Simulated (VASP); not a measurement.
```xyz
2
Lattice="0.0000 2.9953 2.9953 2.9953 0.0000 2.9953 2.9953 2.9953 0.0000" Properties=species:S:1:pos:R:3 pbc="T T T"
Hg     0.0000     0.0000     0.0000
S      1.4976     1.4976     1.4976
```

Computed with optB88-vdW, VASP's PBE PAW potentials (set 64) (plane waves; VASP 6.6.1). Settings: 520 eV cut-off, Gaussian smearing of 0.050 eV, potentials Hg S.

Unless said otherwise, spin-orbit coupling is left out, though it shifts the bands of the heavy elements here.

Task: What does the run give for the band gap (along the path) with the smallest direct gap where there is one?

Result: 
```
Item                                                          Value
-------------------------  ----------------------------------------
band gap (along the path)  none (metal, semimetal or under 0.01 eV)
```

Total energies compare only between runs with the same potentials, cut-off and functional.

The compound is HgS in the zinc blende structure, metacinnabar; cinnabar is the stable form. It was relaxed first, which changed the volume by +7 %.
